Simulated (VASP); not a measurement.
All values below come from LDA (Ceperley-Alder, Perdew-Zunger), VASP's LDA PAW potentials (set 64) (plane waves; VASP 6.6.1).

VASP ran on this input.

**POSCAR**
```
YSF
1
    3.7007814064     0.0000000000     0.0000000000
    0.0000000000     3.7007814064     0.0000000000
    0.0000000000    -0.0000000000     6.7027219133
Y S F
2 2 2
Direct
  1.0000000000   0.5000000000   0.2259714148
  0.5000000000   1.0000000000   0.7740285852
  1.0000000000   0.5000000000   0.6430233248
  0.5000000000   0.0000000000   0.3569766752
  0.0000000000   1.0000000000   0.0000000000
  0.5000000000   0.5000000000   0.0000000000
```

INCAR:
```
ALGO=Normal
CSHIFT=0.1
EDIFF=1E-7
ENCUT=520
ISMEAR=0
LASPH=T
LCHARG=F
LMAXMIX=4
LOPTICS=T
LREAL=F
LWAVE=F
NBANDS=84
NEDOS=1001
NELM=100
PREC=Accurate
SIGMA=0.01
SYSTEM=YSF
```

### KPOINTS
```
Automatic mesh
0
G
14 14 8
```

POTCAR, in this order: Y_sv S F (LDA.64 set). Program: vasp_std.

The resulting files:

OSZICAR:
```
       N       E                     dE             d eps       ncg     rms          rms(c)
DAV:   1     0.287944107274E+03    0.28794E+03   -0.19018E+04 30240   0.559E+02
DAV:   2    -0.315246425991E+02   -0.31947E+03   -0.29991E+03 35040   0.188E+02
DAV:   3    -0.499583729656E+02   -0.18434E+02   -0.17657E+02 43288   0.358E+01
DAV:   4    -0.506183137873E+02   -0.65994E+00   -0.65846E+00 36304   0.579E+00
DAV:   5    -0.506214029706E+02   -0.30892E-02   -0.30890E-02 35612   0.432E-01    0.412E+01
DAV:   6    -0.470904660088E+02    0.35309E+01   -0.16491E+00 33788   0.655E+00    0.334E+01
DAV:   7    -0.468737273312E+02    0.21674E+00   -0.45543E-01 39820   0.235E+00    0.146E+01
DAV:   8    -0.468414110674E+02    0.32316E-01   -0.72997E-02 34780   0.823E-01    0.160E+00
DAV:   9    -0.468381396776E+02    0.32714E-02   -0.81975E-03 34516   0.316E-01    0.514E-01
DAV:  10    -0.468378120824E+02    0.32760E-03   -0.19614E-03 35476   0.131E-01    0.132E-01
DAV:  11    -0.468378054602E+02    0.66222E-05   -0.14714E-04 35264   0.332E-02    0.517E-02
DAV:  12    -0.468378047711E+02    0.68908E-06   -0.81851E-06 36264   0.903E-03    0.232E-02
DAV:  13    -0.468378045881E+02    0.18298E-06   -0.71259E-07 34848   0.289E-03    0.282E-03
DAV:  14    -0.468378046105E+02   -0.22432E-07   -0.86124E-08 30788   0.833E-04
   1 F= -.46837805E+02 E0= -.46837805E+02  d E =-.477756E-50
 imaginary and real dielectric function
```

OUTCAR:
```
------------------------ aborting loop because EDIFF is reached ----------------------------------------
  FORCE on cell =-STRESS in cart. coord.  units (eV):
  Direction    XX          YY          ZZ          XY          YZ          ZX
  --------------------------------------------------------------------------------------
  Total       -0.0408435     -0.0408435     -0.0501554      0.0000000      0.0000000      0.0000000
  in kB       -0.7128453     -0.7128453     -0.8753672      0.0000000      0.0000000      0.0000000
  external PRESSURE =      -0.7670192 kB  Pullay stress =       0.0000000 kB
  volume of cell :       91.80
      direct lattice vectors                 reciprocal lattice vectors
     3.700781406  0.000000000  0.000000000     0.270213204  0.000000000  0.000000000
     0.000000000  3.700781406  0.000000000     0.000000000  0.270213204  0.000000000
     0.000000000  0.000000000  6.702721913     0.000000000  0.000000000  0.149193121
 POSITION                                       TOTAL-FORCE (eV/Angst)
 -----------------------------------------------------------------------------------
      0.00000      1.85039      1.51462        -0.000000      0.000000     -0.015594
      1.85039      0.00000      5.18810        -0.000000      0.000000      0.015594
      0.00000      1.85039      4.31001        -0.000000     -0.000000     -0.010068
      1.85039      0.00000      2.39272         0.000000      0.000000      0.010068
      0.00000      0.00000      0.00000        -0.000000      0.000000     -0.000000
      1.85039      1.85039      0.00000         0.000000     -0.000000     -0.000000
 -----------------------------------------------------------------------------------
    total drift:                                0.000000      0.000000     -0.000000
  FREE ENERGIE OF THE ION-ELECTRON SYSTEM (eV)
  ---------------------------------------------------
  free  energy   TOTEN  =       -46.8378046105 eV

  energy  without entropy=      -46.8378046105  energy(sigma->0) =      -46.83780461

 plasma frequency squared (from intraband transitions) (eV^2)
  --------------------------------------------------------------------------------------
       0.000       0.000       0.000
       0.000       0.000      -0.000
       0.000      -0.000       0.000

 plasma frequency squared (from interband transitions, int dw w eps(2)(w)) (eV^2)
  --------------------------------------------------------------------------------------
     543.600       0.000       0.000      -0.000      -0.000      -0.000
       0.000       0.000     543.600       0.000      -0.000       0.000
      -0.000       0.000      -0.000      -0.000     545.993       0.000
```
(Selected blocks of OUTCAR.)

The structure comes from a computed database's YSF entry (P4/nmm); how it stands against other phases isn't given here. It was relaxed first, which changed the volume by -6 %.
